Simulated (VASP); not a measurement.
# EuCd2P2: structure and properties in VASP

What structure does EuCd2P2 take at this level, and what are its properties? The steps: relaxing cell and atoms (r2SCAN + U), density, ELF and potential (r2SCAN + U), bands along the symmetry lines (r2SCAN + U), density of states (r2SCAN + U) and zone-centre phonons (r2SCAN + U). The start is a computed cell from the Materials Project.

Program: VASP 6.6.1. Level of theory: r2SCAN, DFT+U (Eu f 5 eV), spin-polarised from a ferromagnetic start (one magnetic atom a cell); plane waves and PAW (Eu, Cd, P), in the first sound run; inputs show where later runs differ. Results are calculated unless marked as measured.

### Step 1. The structure

Before any relaxation, the start is as follows. It takes space group P-3m1 (No. 164, trigonal). The conventional cell has a = 4.340 Å, b = 4.340 Å, c = 7.133 Å, α = 90.00°, β = 90.00°, γ = 120.00°. Nearest to Eu lie 6 P at 3.06 Å. Nearest to Cd lie 4 P at 2.64 to 2.79 Å. Nearest to P lie 4 Cd at 2.64 to 2.79 Å and 3 Eu at 3.06 Å. Farther neighbours are not listed.

Coordinates:

```xyz
5
Lattice="4.3397 0.0000 0.0000 -2.1699 3.7583 0.0000 0.0000 0.0000 7.1326" Properties=species:S:1:pos:R:3 pbc="T T T"
Eu    0.0000    0.0000    0.0000
Cd    2.1699    1.2528    2.5791
Cd    0.0000    2.5055    4.5535
P     2.1699    1.2528    5.3707
P     0.0000    2.5055    1.7620
```

### Step 2. Relaxing cell and atoms (r2SCAN + U)

Properties are meant for the cell that this level of theory prefers, so cell and atoms are relaxed first (ISIF = 3) until forces and stress are small; EDIFFG sets the threshold. r2SCAN adds the kinetic-energy density, costs more than a GGA and is run with LASPH. A Hubbard U penalises fractional filling of the localised shell, which semilocal functionals favour.

File INCAR:

```
SYSTEM = EuCd2P2
PREC = Accurate
ENCUT = 450
EDIFF = 1E-06
NELM = 150
ISMEAR = 0
SIGMA = 0.05
LREAL = .FALSE.
ALGO = Normal
METAGGA = R2SCAN
LASPH = .TRUE.
NBANDS = 34
ISPIN = 2
MAGMOM = 7 0 0 0 0
LDAU = .TRUE.
LDAUTYPE = 2
LDAUL = 3 -1 -1
LDAUU = 5 0 0
LDAUJ = 0 0 0
LDAUPRINT = 1
LMAXMIX = 6
AMIX = 0.2
BMIX = 1E-04
AMIX_MAG = 0.8
BMIX_MAG = 1E-04
LORBIT = 11
LWAVE = .FALSE.
LCHARG = .FALSE.
KPAR = 4
IBRION = 2
NSW = 60
ISIF = 3
EDIFFG = -0.01
```

File POSCAR:

```
EuCd2P2
1.0
    4.3397285508      0.0000000000      0.0000000000
   -2.1698642754      3.7583151705      0.0000000000
    0.0000000000      0.0000000000      7.1326169200
Eu Cd P
1 2 2
Direct
    0.0000000000      0.0000000000      0.0000000000
    0.6666666700      0.3333333300      0.3615911800
    0.3333333300      0.6666666700      0.6384088200
    0.6666666700      0.3333333300      0.7529723400
    0.3333333300      0.6666666700      0.2470276600
```

File KPOINTS:

```
Automatic mesh
0
Gamma
7 7 4
0 0 0
```

The projector-augmented-wave data sets are Eu, Cd and P (PBE family, release 64).

Started as:

```
$ mpirun -np 4 vasp_std
```

Output:

```text
[banner, memory and clock lines left out]
running    4 mpi-ranks, on    1 nodes
 distrk:  each k-point on    1 cores,    4 groups
 distr:  one band on    1 cores,    1 groups

 POSCAR found type information on POSCAR EuCdP
 POSCAR found :  3 types and       5 ions
|                                                                             |
|               ----> ADVICE to this user running VASP <----                  |
|                                                                             |
|     You enforced a specific xc type in the INCAR file but a different       |
|     [... a line on the potential file left out ...]
|     I HOPE YOU KNOW WHAT YOU ARE DOING!                                     |
|                                                                             |

 LDA part: xc-table for (None), standard interpolation
 POSCAR, INCAR and KPOINTS ok, starting setup
 FFT: planning ... GRIDC
 FFT: planning ... GRID_SOFT
 FFT: planning ... GRID
 WAVECAR not read
 entering main loop
       N       E                     dE             d eps       ncg     rms          rms(c)
DAV:   1     0.272381628448E+03    0.27238E+03   -0.21124E+04  5484   0.477E+03
DAV:   2    -0.575484785085E+02   -0.32993E+03   -0.29728E+03  5292   0.523E+02
DAV:   3    -0.104483334176E+03   -0.46935E+02   -0.45701E+02  5738   0.170E+02
DAV:   4    -0.108819395283E+03   -0.43361E+01   -0.42962E+01  7304   0.443E+01
DAV:   5    -0.109241507407E+03   -0.42211E+00   -0.42064E+00  7406   0.114E+01    0.799E+01
DAV:   6    -0.100917429013E+03    0.83241E+01   -0.15725E+01  5814   0.600E+01    0.429E+01
DAV:   7    -0.101084519685E+03   -0.16709E+00   -0.28892E+00  6656   0.273E+01    0.261E+01
DAV:   8    -0.101029119912E+03    0.55400E-01   -0.63064E-01  7160   0.139E+01    0.148E+01
DAV:   9    -0.100985408062E+03    0.43712E-01   -0.45873E-01  6280   0.122E+01    0.885E+00
DAV:  10    -0.101025745055E+03   -0.40337E-01   -0.23971E-01  6784   0.540E+00    0.469E+00
DAV:  11    -0.101007475362E+03    0.18270E-01   -0.87256E-02  6294   0.500E+00    0.187E+00
DAV:  12    -0.101006228915E+03    0.12464E-02   -0.11662E-02  6712   0.108E+00    0.158E+00
DAV:  13    -0.101006335190E+03   -0.10628E-03   -0.23805E-03  6320   0.293E-01    0.887E-01
DAV:  14    -0.101006164835E+03    0.17036E-03   -0.70740E-04  6480   0.201E-01    0.482E-01
DAV:  15    -0.101006149105E+03    0.15729E-04   -0.34164E-04  6104   0.175E-01    0.334E-01
DAV:  16    -0.101006159576E+03   -0.10470E-04   -0.41626E-05  6992   0.913E-02    0.109E-01
DAV:  17    -0.101006157723E+03    0.18529E-05   -0.17863E-05  5328   0.482E-02    0.503E-02
DAV:  18    -0.101006157290E+03    0.43298E-06   -0.77113E-06  5280   0.540E-02
   1 F= -.10100616E+03 E0= -.10100616E+03  d E =-.101006E+03  mag=     7.0000
 curvature:   0.00 expect dE= 0.000E+00 dE for cont linesearch  0.000E+00
 trial: gam= 0.00000 g(F)=  0.143E-02 g(S)=  0.348E-02 ort = 0.000E+00 (trialstep = 0.100E+01)
 search vector abs. value=  0.492E-02
 bond charge predicted
       N       E                     dE             d eps       ncg     rms          rms(c)
DAV:   1    -0.101067652920E+03   -0.61495E-01   -0.10394E+00  5692   0.172E+01    0.516E+00
DAV:   2    -0.101024203179E+03    0.43450E-01   -0.11687E-01  5950   0.730E+00    0.206E+00
DAV:   3    -0.101012097199E+03    0.12106E-01   -0.28193E-02  5688   0.357E+00    0.127E+00
DAV:   4    -0.101010042945E+03    0.20543E-02   -0.10902E-02  6008   0.148E+00    0.777E-01
DAV:   5    -0.101009921316E+03    0.12163E-03   -0.16851E-03  6504   0.387E-01    0.480E-01
DAV:   6    -0.101009323046E+03    0.59827E-03   -0.60268E-04  6440   0.313E-01    0.551E-01
DAV:   7    -0.101009049451E+03    0.27360E-03   -0.29190E-04  6944   0.229E-01    0.334E-01
DAV:   8    -0.101008819076E+03    0.23037E-03   -0.11477E-03  6470   0.539E-01    0.510E-01
DAV:   9    -0.101008829816E+03   -0.10740E-04   -0.29886E-04  7046   0.219E-01    0.208E-01
DAV:  10    -0.101008837411E+03   -0.75952E-05   -0.50582E-05  5616   0.309E-02    0.202E-01
DAV:  11    -0.101008837964E+03   -0.55307E-06   -0.29544E-06  4080   0.141E-02
   2 F= -.10100884E+03 E0= -.10100884E+03  d E =-.268067E-02  mag=     7.0000
[... from here on, the cycles between the ionic steps are left out ...]
   3 F= -.10100887E+03 E0= -.10100887E+03  d E =-.271551E-02  mag=     7.0000
   4 F= -.10101052E+03 E0= -.10101052E+03  d E =-.164282E-02  mag=     7.0000
   5 F= -.10101110E+03 E0= -.10101110E+03  d E =-.222550E-02  mag=     7.0000
   6 F= -.10101111E+03 E0= -.10101111E+03  d E =-.223665E-02  mag=     7.0000
   7 F= -.10101099E+03 E0= -.10101099E+03  d E =-.212120E-02  mag=     7.0000
   8 F= -.10101110E+03 E0= -.10101110E+03  d E =-.223203E-02  mag=     7.0000
   9 F= -.10101111E+03 E0= -.10101111E+03  d E =-.223563E-02  mag=     7.0000
  10 F= -.10101114E+03 E0= -.10101114E+03  d E =-.355834E-04  mag=     7.0000
  11 F= -.10101114E+03 E0= -.10101114E+03  d E =-.363863E-04  mag=     7.0000
  12 F= -.10101115E+03 E0= -.10101115E+03  d E =-.433647E-04  mag=     7.0000
  13 F= -.10101115E+03 E0= -.10101115E+03  d E =-.417482E-04  mag=     7.0000
  14 F= -.10101115E+03 E0= -.10101115E+03  d E =-.367342E-04  mag=     7.0000
  15 F= -.10101114E+03 E0= -.10101114E+03  d E =-.347252E-04  mag=     7.0000
  16 F= -.10101115E+03 E0= -.10101115E+03  d E =-.460851E-05  mag=     7.0000
  17 F= -.10101100E+03 E0= -.10101100E+03  d E =0.142273E-03  mag=     7.0000
  18 F= -.10101109E+03 E0= -.10101109E+03  d E =0.571869E-04  mag=     7.0000
  19 F= -.10101113E+03 E0= -.10101113E+03  d E =0.111381E-04  mag=     7.0000
  20 F= -.10101114E+03 E0= -.10101114E+03  d E =0.671714E-05  mag=     7.0000
  21 F= -.10101114E+03 E0= -.10101114E+03  d E =0.439946E-05  mag=     7.0000
  22 F= -.10101114E+03 E0= -.10101114E+03  d E =0.798975E-06  mag=     7.0000
  23 F= -.10101114E+03 E0= -.10101114E+03  d E =-.839609E-06  mag=     7.0000
  24 F= -.10101114E+03 E0= -.10101114E+03  d E =-.118726E-05  mag=     7.0000
  25 F= -.10101114E+03 E0= -.10101114E+03  d E =-.119717E-05  mag=     7.0000
  26 F= -.10101116E+03 E0= -.10101116E+03  d E =-.160051E-04  mag=     7.0000
  27 F= -.10101116E+03 E0= -.10101116E+03  d E =-.145342E-04  mag=     7.0000
  28 F= -.10101116E+03 E0= -.10101116E+03  d E =-.116941E-04  mag=     7.0000
  29 F= -.10101115E+03 E0= -.10101115E+03  d E =-.621773E-05  mag=     7.0000
  30 F= -.10101115E+03 E0= -.10101115E+03  d E =-.212575E-05  mag=     7.0000
  31 F= -.10101114E+03 E0= -.10101114E+03  d E =0.592045E-07  mag=     7.0000
  32 F= -.10101114E+03 E0= -.10101114E+03  d E =0.107623E-05  mag=     7.0000
  33 F= -.10101115E+03 E0= -.10101115E+03  d E =-.481798E-05  mag=     7.0000
 ZBRENT: can't locate minimum, use default step
 trial-energy change:   -0.000005  1 .order   -0.000006   -0.000006   -0.000005
 step:   1.2111(harm=  2.2268)  dis= 0.00087  next Energy=  -101.011166 (dE=-0.222E-04)
 bond charge predicted
       N       E                     dE             d eps       ncg     rms          rms(c)
DAV:   1    -0.101011126895E+03    0.21231E-04   -0.90284E-03  4678   0.706E-01    0.429E-02
DAV:   2    -0.101011160828E+03   -0.33933E-04   -0.24149E-04  6142   0.215E-01    0.254E-02
DAV:   3    -0.101011159795E+03    0.10328E-05   -0.37545E-06  4224   0.207E-02    0.232E-02
DAV:   4    -0.101011159393E+03    0.40178E-06   -0.28114E-07  2074   0.167E-02
  34 F= -.10101116E+03 E0= -.10101116E+03  d E =-.161144E-04  mag=     7.0000
 curvature:  -0.93 expect dE=-0.223E-04 dE for cont linesearch -0.104E-04
 trial: gam= 0.00000 g(F)=  0.625E-05 g(S)=  0.177E-04 ort = 0.161E-04 (trialstep = 0.469E+00)
 search vector abs. value=  0.239E-04
 reached required accuracy - stopping structural energy minimisation
```

It took 59 min on 4 MPI ranks of AMD EPYC 7R43, shared host; peak memory 1.4 GiB.

The logs omit lines about the potential files and the build; timing stands in the text.

(Continued in part 2 of 5.)

[Lines on the potential files, build, host, timing and source positions are cut from VASP's logs without a mark.]

[Logs are printed without paths, hosts, clocks, repeated set-up lines and the standing remarks that a program may print on its own settings, such as how far it seeks lower states.]

[Hosts, paths, dates, database ids (printed as entryN), source tags and the programs' standing remarks are cut or masked in the printed files.]

[A measured line is paired with the nearest computed mode of its activity, which favours agreement.]
